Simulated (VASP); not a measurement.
Computed with PBE GGA, VASP's PBE PAW potentials (set 64) (plane waves; VASP 6.6.1).

Input for VASP

POSCAR:
```
Ga31As31Te
1
   11.5222104216     0.0000000000     0.0000000000
    0.0000000000    11.5222104216    -0.0000000000
   -0.0000000000    -0.0000000000    11.5222104216
Ga As Te
31 31 1
Direct
  0.5000000000   0.0000000000   0.0000000000
  0.7500000000   0.2500000000   0.0000000000
  0.7500000000   0.0000000000   0.2500000000
  0.0000000000   0.0000000000   0.0000000000
  0.2500000000   0.2500000000   0.0000000000
  0.5000000000   0.5000000000   0.0000000000
  0.7500000000   0.7500000000   0.0000000000
  0.2500000000   0.0000000000   0.2500000000
  0.7500000000   0.5000000000   0.2500000000
  0.5000000000   0.0000000000   0.5000000000
  0.7500000000   0.2500000000   0.5000000000
  0.7500000000   0.0000000000   0.7500000000
  0.0000000000   0.5000000000   0.0000000000
  0.2500000000   0.7500000000   0.0000000000
  0.0000000000   0.2500000000   0.2500000000
  0.2500000000   0.5000000000   0.2500000000
  0.5000000000   0.7500000000   0.2500000000
  0.0000000000   0.0000000000   0.5000000000
  0.2500000000   0.2500000000   0.5000000000
  0.5000000000   0.5000000000   0.5000000000
  0.7500000000   0.7500000000   0.5000000000
  0.2500000000   0.0000000000   0.7500000000
  0.5000000000   0.2500000000   0.7500000000
  0.7500000000   0.5000000000   0.7500000000
  0.0000000000   0.7500000000   0.2500000000
  0.0000000000   0.5000000000   0.5000000000
  0.2500000000   0.7500000000   0.5000000000
  0.0000000000   0.2500000000   0.7500000000
  0.2500000000   0.5000000000   0.7500000000
  0.5000000000   0.7500000000   0.7500000000
  0.0000000000   0.7500000000   0.7500000000
  0.6260480000   0.1214450000   0.1260630000
  0.8750000000   0.3750000000   0.1250000000
  0.8750000000   0.1250000000   0.3750000000
  0.1250000000   0.1250000000   0.1250000000
  0.3777300000   0.3775350000   0.1240700000
  0.6250000000   0.6250000000   0.1250000000
  0.8750000000   0.8750000000   0.1250000000
  0.3785540000   0.1216630000   0.3719680000
  0.8750000000   0.6250000000   0.3750000000
  0.6250000000   0.1250000000   0.6250000000
  0.8750000000   0.3750000000   0.6250000000
  0.8750000000   0.1250000000   0.8750000000
  0.1250000000   0.6250000000   0.1250000000
  0.3750000000   0.8750000000   0.1250000000
  0.1250000000   0.3750000000   0.3750000000
  0.3750000000   0.6250000000   0.3750000000
  0.6250000000   0.8750000000   0.3750000000
  0.1250000000   0.1250000000   0.6250000000
  0.3750000000   0.3750000000   0.6250000000
  0.6250000000   0.6250000000   0.6250000000
  0.8750000000   0.8750000000   0.6250000000
  0.3750000000   0.1250000000   0.8750000000
  0.6250000000   0.3750000000   0.8750000000
  0.8750000000   0.6250000000   0.8750000000
  0.1250000000   0.8750000000   0.3750000000
  0.1250000000   0.6250000000   0.6250000000
  0.3750000000   0.8750000000   0.6250000000
  0.1250000000   0.3750000000   0.8750000000
  0.3750000000   0.6250000000   0.8750000000
  0.6250000000   0.8750000000   0.8750000000
  0.1250000000   0.8750000000   0.8750000000
  0.6275430000   0.3764600000   0.3769490000
```

### INCAR
```
SYSTEM = Ga31As31Te
PREC = Normal
ENCUT = 400
EDIFF = 1E-5
NELM = 100
ALGO = Fast
LREAL = Auto
LASPH = .TRUE.
ISMEAR = 0
SIGMA = 0.05
GGA = PE
LMAXMIX = 4
LWAVE = .TRUE.
LCHARG = .FALSE.
NELMIN = 4
ISYM = 0
NELECT = 255.0
ISPIN = 2
NUPDOWN = 1
MAGMOM = 63*0.0159
LORBIT = 10
IBRION = 2
ISIF = 2
NSW = 70
EDIFFG = -0.03
```

### KPOINTS
```
Automatic
0
Gamma
 1 1 1
0 0 0
```

POTCAR, in this order: Ga As Te (PBE.64 set). Program: vasp_gam.

The run wrote:

**OSZICAR**
```
...
RMM:   2    -0.250130910812E+03   -0.17748E-01   -0.21083E-01   640   0.799E-01    0.256E-01
RMM:   3    -0.250133992123E+03   -0.30813E-02   -0.30897E-02   649   0.320E-01    0.201E-01
RMM:   4    -0.250134254642E+03   -0.26252E-03   -0.49784E-03   660   0.130E-01    0.144E-01
RMM:   5    -0.250134280768E+03   -0.26126E-04   -0.15760E-03   645   0.716E-02    0.432E-02
RMM:   6    -0.250134319725E+03   -0.38958E-04   -0.41601E-04   698   0.343E-02    0.267E-02
RMM:   7    -0.250134318451E+03    0.12745E-05   -0.68783E-05   529   0.142E-02
   5 F= -.25013432E+03 E0= -.25010973E+03  d E =-.954770E-01  mag=     1.0000
       N       E                     dE             d eps       ncg     rms          rms(c)
DAV:   1    -0.250169200752E+03   -0.34881E-01   -0.19180E+00   656   0.229E+00    0.550E-01
RMM:   2    -0.250177808530E+03   -0.86078E-02   -0.10045E-01   640   0.519E-01    0.198E-01
RMM:   3    -0.250179507424E+03   -0.16989E-02   -0.16376E-02   663   0.211E-01    0.162E-01
RMM:   4    -0.250179643812E+03   -0.13639E-03   -0.23315E-03   674   0.832E-02    0.120E-01
RMM:   5    -0.250179637078E+03    0.67347E-05   -0.87886E-04   642   0.501E-02    0.337E-02
RMM:   6    -0.250179657628E+03   -0.20550E-04   -0.21616E-04   650   0.239E-02    0.190E-02
RMM:   7    -0.250179651206E+03    0.64217E-05   -0.48067E-05   464   0.106E-02
   6 F= -.25017965E+03 E0= -.25015444E+03  d E =-.453328E-01  mag=     1.0000
       N       E                     dE             d eps       ncg     rms          rms(c)
DAV:   1    -0.250186789673E+03   -0.71320E-02   -0.30924E+00   640   0.292E+00    0.658E-01
RMM:   2    -0.250201216669E+03   -0.14427E-01   -0.16732E-01   640   0.665E-01    0.244E-01
RMM:   3    -0.250203944629E+03   -0.27280E-02   -0.27077E-02   674   0.271E-01    0.210E-01
RMM:   4    -0.250204031391E+03   -0.86762E-04   -0.34801E-03   654   0.104E-01    0.141E-01
RMM:   5    -0.250204037536E+03   -0.61451E-05   -0.11633E-03   646   0.590E-02    0.502E-02
RMM:   6    -0.250204076194E+03   -0.38658E-04   -0.32129E-04   672   0.288E-02    0.228E-02
RMM:   7    -0.250204067268E+03    0.89260E-05   -0.80908E-05   530   0.139E-02
   7 F= -.25020407E+03 E0= -.25018133E+03  d E =-.697488E-01  mag=     1.0000
       N       E                     dE             d eps       ncg     rms          rms(c)
DAV:   1    -0.250222613930E+03   -0.18538E-01   -0.29376E+00   672   0.279E+00    0.513E-01
RMM:   2    -0.250236453393E+03   -0.13839E-01   -0.16166E-01   640   0.636E-01    0.193E-01
RMM:   3    -0.250239293028E+03   -0.28396E-02   -0.26755E-02   669   0.263E-01    0.172E-01
RMM:   4    -0.250239282956E+03    0.10071E-04   -0.31672E-03   649   0.991E-02    0.101E-01
RMM:   5    -0.250239291538E+03   -0.85813E-05   -0.96177E-04   646   0.529E-02    0.406E-02
RMM:   6    -0.250239313556E+03   -0.22019E-04   -0.21776E-04   677   0.252E-02    0.189E-02
RMM:   7    -0.250239313037E+03    0.51900E-06   -0.42308E-05   460   0.112E-02
   8 F= -.25023931E+03 E0= -.25021983E+03  d E =-.352458E-01  mag=     1.0000
       N       E                     dE             d eps       ncg     rms          rms(c)
DAV:   1    -0.250240230094E+03   -0.91654E-03   -0.76131E-01   704   0.143E+00    0.256E-01
RMM:   2    -0.250243783873E+03   -0.35538E-02   -0.43630E-02   640   0.327E-01    0.972E-02
RMM:   3    -0.250244589328E+03   -0.80546E-03   -0.75363E-03   678   0.137E-01    0.879E-02
RMM:   4    -0.250244570253E+03    0.19076E-04   -0.89789E-04   644   0.520E-02    0.460E-02
RMM:   5    -0.250244578824E+03   -0.85711E-05   -0.27286E-04   646   0.276E-02    0.187E-02
RMM:   6    -0.250244581127E+03   -0.23028E-05   -0.55048E-05   482   0.129E-02
   9 F= -.25024458E+03 E0= -.25022650E+03  d E =-.405139E-01  mag=     1.0000
       N       E                     dE             d eps       ncg     rms          rms(c)
DAV:   1    -0.250252257517E+03   -0.76787E-02   -0.62178E-01   672   0.142E+00    0.261E-01
RMM:   2    -0.250255369998E+03   -0.31125E-02   -0.40187E-02   640   0.353E-01    0.968E-02
RMM:   3    -0.250256067145E+03   -0.69715E-03   -0.70283E-03   686   0.146E-01    0.715E-02
RMM:   4    -0.250256020606E+03    0.46539E-04   -0.81975E-04   642   0.544E-02    0.313E-02
RMM:   5    -0.250256034249E+03   -0.13643E-04   -0.22550E-04   649   0.269E-02    0.150E-02
RMM:   6    -0.250256034216E+03    0.33229E-07   -0.42959E-05   476   0.121E-02
  10 F= -.25025603E+03 E0= -.25023816E+03  d E =-.114531E-01  mag=     1.0000
       N       E                     dE             d eps       ncg     rms          rms(c)
DAV:   1    -0.250256473022E+03   -0.43877E-03   -0.16691E-01   720   0.734E-01    0.135E-01
RMM:   2    -0.250257326910E+03   -0.85389E-03   -0.10984E-02   640   0.185E-01    0.513E-02
RMM:   3    -0.250257521479E+03   -0.19457E-03   -0.19433E-03   690   0.765E-02    0.381E-02
RMM:   4    -0.250257508239E+03    0.13240E-04   -0.22680E-04   641   0.286E-02    0.165E-02
RMM:   5    -0.250257511950E+03   -0.37112E-05   -0.62882E-05   531   0.142E-02
  11 F= -.25025751E+03 E0= -.25023972E+03  d E =-.129308E-01  mag=     1.0000
       N       E                     dE             d eps       ncg     rms          rms(c)
DAV:   1    -0.250259104380E+03   -0.15961E-02   -0.38946E-01   672   0.111E+00    0.237E-01
RMM:   2    -0.250261048813E+03   -0.19444E-02   -0.25385E-02   640   0.278E-01    0.881E-02
RMM:   3    -0.250261486902E+03   -0.43809E-03   -0.43989E-03   682   0.114E-01    0.754E-02
RMM:   4    -0.250261464088E+03    0.22814E-04   -0.51357E-04   644   0.428E-02    0.399E-02
RMM:   5    -0.250261474810E+03   -0.10722E-04   -0.17922E-04   647   0.233E-02    0.135E-02
RMM:   6    -0.250261471459E+03    0.33506E-05   -0.33126E-05   451   0.105E-02
  12 F= -.25026147E+03 E0= -.25024370E+03  d E =-.395951E-02  mag=     1.0000
       N       E                     dE             d eps       ncg     rms          rms(c)
DAV:   1    -0.250261471035E+03    0.37748E-05   -0.85749E-04   736   0.531E-02    0.134E-02
RMM:   2    -0.250261477502E+03   -0.64667E-05   -0.78878E-05   599   0.156E-02    0.562E-03
RMM:   3    -0.250261479010E+03   -0.15083E-05   -0.13573E-05   381   0.656E-03    0.448E-03
RMM:   4    -0.250261479057E+03   -0.47557E-07   -0.16117E-06   231   0.248E-03
  13 F= -.25026148E+03 E0= -.25024371E+03  d E =-.396711E-02  mag=     1.0000
       N       E                     dE             d eps       ncg     rms          rms(c)
DAV:   1    -0.250262563617E+03   -0.10846E-02   -0.15683E-01   664   0.675E-01    0.160E-01
RMM:   2    -0.250263283565E+03   -0.71995E-03   -0.88144E-03   640   0.157E-01    0.679E-02
RMM:   3    -0.250263441300E+03   -0.15773E-03   -0.14915E-03   691   0.646E-02    0.645E-02
RMM:   4    -0.250263434856E+03    0.64436E-05   -0.17582E-04   639   0.246E-02    0.359E-02
RMM:   5    -0.250263438899E+03   -0.40433E-05   -0.75654E-05   562   0.147E-02
  14 F= -.25026344E+03 E0= -.25024579E+03  d E =-.195984E-02  mag=     1.0000
       N       E                     dE             d eps       ncg     rms          rms(c)
DAV:   1    -0.250263518090E+03   -0.83233E-04   -0.21168E-02   720   0.249E-01    0.604E-02
RMM:   2    -0.250263617167E+03   -0.99078E-04   -0.12839E-03   640   0.596E-02    0.259E-02
RMM:   3    -0.250263642345E+03   -0.25178E-04   -0.23263E-04   665   0.252E-02    0.239E-02
RMM:   4    -0.250263642258E+03    0.86909E-07   -0.26177E-05   426   0.948E-03
  15 F= -.25026364E+03 E0= -.25024605E+03  d E =-.216320E-02  mag=     1.0000
       N       E                     dE             d eps       ncg     rms          rms(c)
DAV:   1    -0.250264146380E+03   -0.50403E-03   -0.72750E-02   672   0.485E-01    0.103E-01
RMM:   2    -0.250264473194E+03   -0.32681E-03   -0.42687E-03   640   0.115E-01    0.541E-02
RMM:   3    -0.250264550475E+03   -0.77281E-04   -0.75154E-04   692   0.474E-02    0.516E-02
RMM:   4    -0.250264549747E+03    0.72820E-06   -0.84505E-05   576   0.181E-02
  16 F= -.25026455E+03 E0= -.25024702E+03  d E =-.907488E-03  mag=     1.0000
```

### OUTCAR
```
------------------------ aborting loop because EDIFF is reached ----------------------------------------
  FORCE on cell =-STRESS in cart. coord.  units (eV):
  Direction    XX          YY          ZZ          XY          YZ          ZX
  --------------------------------------------------------------------------------------
  Total        8.7918319      8.9909403      9.0959064      0.1523447     -0.3309012     -0.0516678
  in kB        9.2083655      9.4169072      9.5268463      0.1595624     -0.3465784     -0.0541157
  external PRESSURE =       9.3840397 kB  Pullay stress =       0.0000000 kB
  volume of cell :     1529.70
      direct lattice vectors                 reciprocal lattice vectors
    11.522210422  0.000000000  0.000000000     0.086788903  0.000000000  0.000000000
     0.000000000 11.522210422  0.000000000     0.000000000  0.086788903  0.000000000
     0.000000000  0.000000000 11.522210422     0.000000000  0.000000000  0.086788903
  FREE ENERGIE OF THE ION-ELECTRON SYSTEM (eV)
  ---------------------------------------------------
  free  energy   TOTEN  =      -250.2645497468 eV

  energy  without entropy=     -250.2294997789  energy(sigma->0) =     -250.24702476

 total charge

# of ion       s       p       d       tot
------------------------------------------
    1        1.071   1.125   0.122   2.318
    2        1.072   1.121   0.122   2.314
    3        1.072   1.120   0.122   2.314
    4        1.066   1.138   0.125   2.329
    5        1.071   1.123   0.122   2.316
    6        1.072   1.120   0.121   2.313
    7        1.065   1.143   0.125   2.333
    8        1.072   1.122   0.121   2.315
    9        1.067   1.132   0.124   2.323
   10        1.072   1.118   0.121   2.312
   11        1.067   1.132   0.124   2.323
   12        1.065   1.142   0.125   2.333
   13        1.065   1.143   0.125   2.333
   14        1.066   1.138   0.125   2.329
   15        1.063   1.139   0.125   2.326
   16        1.072   1.117   0.121   2.311
   17        1.063   1.139   0.125   2.326
   18        1.065   1.142   0.125   2.333
   19        1.072   1.118   0.121   2.311
   20        1.067   1.132   0.124   2.323
   21        1.067   1.134   0.125   2.326
   22        1.066   1.139   0.125   2.329
   23        1.063   1.139   0.125   2.326
   24        1.067   1.134   0.125   2.326
   25        1.072   1.140   0.127   2.339
   26        1.067   1.133   0.124   2.325
   27        1.065   1.142   0.125   2.332
   28        1.072   1.141   0.127   2.340
   29        1.065   1.142   0.125   2.332
   30        1.072   1.141   0.127   2.340
   31        1.064   1.136   0.124   2.323
   32        1.253   1.498   0.023   2.774
   33        1.201   1.590   0.024   2.815
   34        1.201   1.590   0.024   2.814
   35        1.201   1.588   0.024   2.813
   36        1.255   1.496   0.023   2.774
   37        1.201   1.590   0.024   2.815
   38        1.206   1.585   0.024   2.815
   39        1.257   1.495   0.023   2.775
   40        1.204   1.591   0.024   2.818
   41        1.201   1.590   0.024   2.815
   42        1.204   1.591   0.024   2.819
   43        1.206   1.585   0.024   2.815
   44        1.206   1.585   0.024   2.814
   45        1.201   1.588   0.024   2.813
   46        1.201   1.590   0.024   2.815
   47        1.201   1.589   0.024   2.814
   48        1.201   1.590   0.024   2.815
   49        1.205   1.585   0.024   2.815
   50        1.201   1.589   0.024   2.814
   51        1.203   1.591   0.024   2.819
   52        1.203   1.589   0.024   2.816
   53        1.201   1.589   0.024   2.813
   54        1.201   1.590   0.024   2.815
   55        1.203   1.589   0.024   2.816
   56        1.204   1.590   0.024   2.818
   57        1.203   1.589   0.024   2.815
   58        1.205   1.586   0.024   2.815
   59        1.204   1.590   0.024   2.818
   60        1.205   1.586   0.024   2.815
   61        1.204   1.590   0.024   2.818
   62        1.203   1.588   0.024   2.815
   63        1.373   2.033   0.027   3.433
--------------------------------------------------
tot         71.920  86.129   4.609 162.658

 magnetization (x)

# of ion       s       p       d       tot
------------------------------------------
    1       -0.001   0.001   0.003   0.003
    2       -0.001   0.007   0.003   0.009
    3       -0.001   0.007   0.003   0.009
    4       -0.000   0.001   0.002   0.002
    5       -0.000   0.001   0.002   0.003
    6       -0.000   0.006   0.003   0.008
    7       -0.000   0.001   0.002   0.002
    8       -0.000   0.001   0.002   0.003
    9        0.000   0.001   0.001   0.002
   10       -0.000   0.006   0.002   0.008
   11        0.000   0.001   0.001   0.002
   12       -0.000   0.001   0.002   0.002
   13       -0.000   0.001   0.002   0.002
   14       -0.000   0.001   0.001   0.002
   15        0.000   0.000   0.001   0.002
   16       -0.001   0.008   0.003   0.010
   17        0.000   0.000   0.001   0.002
   18       -0.000   0.001   0.002   0.002
...
```
(Selected blocks of OUTCAR.)

**CONTCAR**
```
Ga31As31Te
   1.00000000000000
    11.5222104216000005    0.0000000000000000    0.0000000000000000
     0.0000000000000000   11.5222104216000005    0.0000000000000000
     0.0000000000000000    0.0000000000000000   11.5222104216000005
  Ga              As              Te
    31    31     1
Direct
     0.5048028085734666    0.0042980613665980    0.0043452396528659
     0.7452988541996741    0.2439451966467042    0.0036387190238780
     0.7450803241894310    0.0037446108923257    0.2441430185334561
     0.0006278978696943    0.0009876290569735    0.0011345057996323
     0.2546791099567128    0.2550056907228508    0.0046356669462440
     0.4936765242483441    0.4950925533045218    0.0037448125539675
     0.7495146335726800    0.7506665398943172    0.9998703915110112
     0.2549439376047845    0.0048543971514607    0.2553714517197793
     0.7552862135562494    0.5051847090610644    0.2448621290044638
     0.4935282311979561    0.0041526853933416    0.4947705851798648
     0.7552180873037305    0.2448318965308012    0.5052562376302047
     0.7493667085770621    0.9996453852745711    0.7507215018819221
     0.0008009152692702    0.4994014399245502    0.9997940105283482
     0.2510448515034742    0.7505238737538785    0.0010423151286522
     0.0015171264362490    0.2500133322958514    0.2501860217802511
     0.2543945835113893    0.4946452412732559    0.2438163180064529
     0.5003544400523181    0.7513880634287334    0.2500888673371209
     0.0007439043290340    0.9995350549487672    0.4996285957234621
     0.2544788659768441    0.2435677727210377    0.4946737999779861
     0.4950592258978811    0.5051519883209140    0.5052107017176526
     0.7486396458834519    0.7513368923907703    0.4985267603152313
     0.2510470818102211    0.0009778161677384    0.7506825132793169
     0.5003749122198448    0.2500540011589084    0.7514632924182681
     0.7487200778488919    0.4984832374120651    0.7514139100112573
     0.0010753663041071    0.7508356270364198    0.2493419688168586
     0.0017348169418340    0.4982957136554311    0.4983426229415085
     0.2496504032590129    0.7506417624404784    0.4995904332238760
     0.0010826040931508    0.2491392833463714    0.7506589648498825
     0.2497228003960848    0.4992407180697399    0.7506625091880732
     0.4991451485878446    0.7508279700452400    0.7507119122860043
     0.0001161450812891    0.7500837151765898    0.7502381050225833
     0.6149236647046202    0.1341688421771393    0.1339038609664507
     0.8752089970252223    0.3733352872818918    0.1231927425773205
     0.8751178377091205    0.1230748667715361    0.3734346667008003
     0.1265197647359969    0.1250374358868398    0.1251817106012408
     0.3853114910881399    0.3639661475660762    0.1345023724677838
     0.6234398149276130    0.6249889688807685    0.1230877514229382
     0.8749061588985816    0.8749865658706941    0.1247984311822253
     0.3856750125044121    0.1352176194864814    0.3635174488228045
     0.8763650451081727    0.6260545268902232    0.3751226948032785
     0.6233642000113722    0.1230210307342883    0.6250064190916791
     0.8762835583699394    0.3750866529174949    0.6260404178694245
     0.8750112931249872    0.1246574899669866    0.8748808945700941
     0.1252100973685335    0.6246216156410607    0.1247773971130816
     0.3750866747014691    0.8763223983598976    0.1251779574479916
     0.1273563785189469    0.3741986133129526    0.3743030682223864
     0.3732673858048765    0.6250427047420092    0.3733389853918168
     0.6245568711279774    0.8768948051865540    0.3745371024543104
     0.1252483154690028    0.1246771077982166    0.6246193574486635
     0.3732747579254462    0.3731702814915147    0.6250186420985224
     0.6252188071369679    0.6260219719731867    0.6260378852159451
     0.8744857257272978    0.8746844227267165    0.6245368616808482
     0.3750946066149503    0.1250512382365262    0.8763370342312978
     0.6246351663179474    0.3745478166203364    0.8768673829958240
     0.8745588995979232    0.6244510920147165    0.8748283387976100
     0.1252090928188560    0.8751022268383627    0.3742863106507154
     0.1247918463258378    0.6243807023002025    0.6245106078997141
     0.3747640513317855    0.8750084950725188    0.6247536865703620
     0.1250946099537006    0.3741765190317844    0.8750752865011688
     0.3747059362996714    0.6248267964320084    0.8748542939903778
     0.6242887410004681    0.8749301699914208    0.8750616581920142
     0.1252617802058652    0.8751785338457404    0.8752768760188453
     0.6139121712923219    0.3636671950915865    0.3636139740124010
```

The cell is charged, with a uniform compensating background. The supercell is sampled at Γ alone, which is coarse: total energies, pressure and levels can be off, energies of defects by several tenths of an eV.

The cell is a supercell with a defect, built from GaAs (zinc blende): Te_As-vac_Ga, charge -1.
